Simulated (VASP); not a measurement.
Calculation: PBEsol GGA, VASP's PBE PAW potentials (set 64) (plane waves; VASP 6.6.1).

The input files of a VASP run:

### KPOINTS
```
Automatic mesh
0
Gamma
10 10 10
0 0 0
```

### INCAR
```
SYSTEM = Nb
PREC = Accurate
ENCUT = 400
EDIFF = 1E-6
NELM = 100
ALGO = Normal
LREAL = .FALSE.
LASPH = .TRUE.
ISMEAR = 1
SIGMA = 0.1
GGA = PS
LMAXMIX = 4
LWAVE = .FALSE.
LCHARG = .FALSE.
IBRION = 2
ISIF = 3
NSW = 60
EDIFFG = -0.01
```

File POSCAR:
```
Nb
1
    0.0000000000     2.9237290000     2.9237290000
    2.9237290000     0.0000000000     2.9237290000
    2.9237290000     2.9237290000     0.0000000000
Nb
2
Direct
  0.7500000000   0.7500000000   0.7500000000
  0.5000000000   0.5000000000   0.5000000000
```

POTCAR, in this order: Nb_sv (PBE.64 set). Program: vasp_std.

What VASP printed:

File OSZICAR:
```
       N       E                     dE             d eps       ncg     rms          rms(c)
DAV:   1     0.248877303140E+03    0.24888E+03   -0.13625E+04  1638   0.128E+03
DAV:   2     0.206428498161E+01   -0.24681E+03   -0.24363E+03  2057   0.501E+02
DAV:   3    -0.157768706359E+02   -0.17841E+02   -0.17397E+02  3056   0.951E+01
DAV:   4    -0.166505230922E+02   -0.87365E+00   -0.85294E+00  1987   0.192E+01
DAV:   5    -0.167251148140E+02   -0.74592E-01   -0.74391E-01  2806   0.480E+00    0.889E+00
DAV:   6    -0.165566192616E+02    0.16850E+00   -0.57962E-01  2279   0.741E+00    0.385E+00
DAV:   7    -0.165618196728E+02   -0.52004E-02   -0.14386E-01  2807   0.386E+00    0.122E+00
DAV:   8    -0.165678183207E+02   -0.59986E-02   -0.36687E-02  2409   0.164E+00    0.162E-01
DAV:   9    -0.165674784351E+02    0.33989E-03   -0.35714E-03  2406   0.419E-01    0.169E-01
DAV:  10    -0.165675536307E+02   -0.75196E-04   -0.39758E-04  2038   0.235E-01    0.172E-02
DAV:  11    -0.165675531841E+02    0.44659E-06   -0.35995E-05  2414   0.375E-02    0.440E-03
DAV:  12    -0.165675524720E+02    0.71204E-06   -0.19355E-06  1631   0.165E-02
   1 F= -.16567552E+02 E0= -.16567741E+02  d E =-.165676E+02
       N       E                     dE             d eps       ncg     rms          rms(c)
DAV:   1    -0.171585336421E+02   -0.59098E+00   -0.16729E+01  2238   0.513E+01    0.629E+00
DAV:   2    -0.166202456574E+02    0.53829E+00   -0.19690E+00  2397   0.144E+01    0.207E+00
DAV:   3    -0.165488754200E+02    0.71370E-01   -0.45349E-01  2858   0.560E+00    0.102E+00
DAV:   4    -0.165599490283E+02   -0.11074E-01   -0.41913E-02  2612   0.113E+00    0.536E-01
DAV:   5    -0.165719667597E+02   -0.12018E-01   -0.45730E-02  2725   0.136E+00    0.360E-01
DAV:   6    -0.165714724488E+02    0.49431E-03   -0.34284E-03  2198   0.611E-01    0.151E-02
DAV:   7    -0.165714957675E+02   -0.23319E-04   -0.23959E-04  2585   0.125E-01    0.319E-02
DAV:   8    -0.165714959221E+02   -0.15454E-06   -0.72351E-06  1872   0.224E-02
   2 F= -.16571496E+02 E0= -.16571139E+02  d E =-.394345E-02
       N       E                     dE             d eps       ncg     rms          rms(c)
DAV:   1    -0.166698563121E+02   -0.98361E-01   -0.27506E+00  2222   0.209E+01    0.242E+00
DAV:   2    -0.165834223967E+02    0.86434E-01   -0.34285E-01  2304   0.594E+00    0.874E-01
DAV:   3    -0.165710998227E+02    0.12323E-01   -0.77899E-02  2863   0.231E+00    0.368E-01
DAV:   4    -0.165728606298E+02   -0.17608E-02   -0.67584E-03  2578   0.475E-01    0.213E-01
DAV:   5    -0.165748294523E+02   -0.19688E-02   -0.60955E-03  2811   0.504E-01    0.139E-01
DAV:   6    -0.165748209297E+02    0.85226E-05   -0.53456E-04  1872   0.242E-01    0.257E-02
DAV:   7    -0.165748252929E+02   -0.43632E-05   -0.34568E-05  2487   0.538E-02    0.108E-02
DAV:   8    -0.165748271335E+02   -0.18406E-05   -0.24345E-06  1290   0.163E-02    0.160E-03
DAV:   9    -0.165748270470E+02    0.86579E-07   -0.27991E-07   878   0.790E-03
   3 F= -.16574827E+02 E0= -.16574621E+02  d E =-.727457E-02
```

### OUTCAR
```
------------------------ aborting loop because EDIFF is reached ----------------------------------------
  FORCE on cell =-STRESS in cart. coord.  units (eV):
  Direction    XX          YY          ZZ          XY          YZ          ZX
  --------------------------------------------------------------------------------------
  Total        0.0008757      0.0008757      0.0008757      0.0000000     -0.0000000      0.0000000
  in kB        0.0287808      0.0287808      0.0287808      0.0000000     -0.0000000      0.0000000
  external PRESSURE =       0.0287808 kB  Pullay stress =       0.0000000 kB
  volume of cell :       48.75
      direct lattice vectors                 reciprocal lattice vectors
     0.000000000  2.899378272  2.899378272    -0.172450765  0.172450765  0.172450765
     2.899378272  0.000000000  2.899378272     0.172450765 -0.172450765  0.172450765
     2.899378272  2.899378272 -0.000000000     0.172450765  0.172450765 -0.172450765
 POSITION                                       TOTAL-FORCE (eV/Angst)
 -----------------------------------------------------------------------------------
      4.34907      4.34907      4.34907        -0.000000      0.000000      0.000000
      2.89938      2.89938      2.89938         0.000000     -0.000000     -0.000000
 -----------------------------------------------------------------------------------
    total drift:                                0.000000      0.000000      0.000000
  FREE ENERGIE OF THE ION-ELECTRON SYSTEM (eV)
  ---------------------------------------------------
  free  energy   TOTEN  =       -16.5748270470 eV

  energy  without entropy=      -16.5742076772  energy(sigma->0) =      -16.57462059

 reached required accuracy - stopping structural energy minimisation
```
(Selected blocks of OUTCAR.)

CONTCAR:
```
Nb
   1.00000000000000
     0.0000000000000000    2.8993782717220618    2.8993782717220618
     2.8993782717220618    0.0000000000000000    2.8993782717220618
     2.8993782717220618    2.8993782717220618   -0.0000000000000000
  Nb
     2
Direct
     0.7500000000000000    0.7500000000000000    0.7500000000000000
     0.5000000000000000    0.5000000000000000    0.5000000000000000
```

Energy and stress use the plane-wave basis of the starting cell.

The structure was generated: Nb was put into the diamond type (Fd-3m), which need not be its known phase. This run relaxes it. Symmetry was kept, so distortions that lower it aren't found.
